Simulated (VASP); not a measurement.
These are r2SCAN+rVV10, VASP's PBE PAW potentials (set 64) (plane waves; VASP) values and carry that method's errors.

The input files of a VASP run:

### INCAR
```
SYSTEM = GaN
PREC = Accurate
ENCUT = 520
EDIFF = 1E-7
NELM = 100
ALGO = Normal
LREAL = .FALSE.
LASPH = .TRUE.
ISMEAR = 0
SIGMA = 0.05
METAGGA = R2SCAN
LUSE_VDW = .TRUE.
BPARAM = 11.95
CPARAM = 0.0093
LMIXTAU = .TRUE.
LMAXMIX = 4
LWAVE = .FALSE.
LCHARG = .FALSE.
ISIF = 4
IBRION = 2
NSW = 30
EDIFFG = -0.01
```

POSCAR:
```
GaN
1.0
  1.5912219442  -2.7560772156   0.0000000000
  1.5912219442   2.7560772156   0.0000000000
  0.0000000000   0.0000000000   5.1801024123
Ga N
2 2
Cart
  1.5912219442  -0.9186942426   2.5902242257
  1.5912219442   0.9186942426   0.0001730196
  1.5912219442  -0.9186942426   4.5427767960
  1.5912219442   0.9186942426   1.9527255899
```

KPOINTS:
```
Automatic mesh
0
Gamma
8 8 5
0 0 0
```

POTCAR, in this order: Ga_d N (PBE.64 set). Program: vasp_std.

Question: What will the output report for the number of irreducible k-points (NKPTS), largest plane-wave count, number of space-group operations, FFT grid (NGX, NGY, NGZ)?

Answer: 
| Quantity | Value |
|---|---|
| number of irreducible k-points (NKPTS) | 30 |
| largest plane-wave count | 1244 |
| number of space-group operations | 12 |
| FFT grid (NGX, NGY, NGZ) | 24 × 24 × 40 |

The compound is GaN in the wurtzite structure. This run relaxes it. Symmetry was kept, so distortions that lower it aren't found.
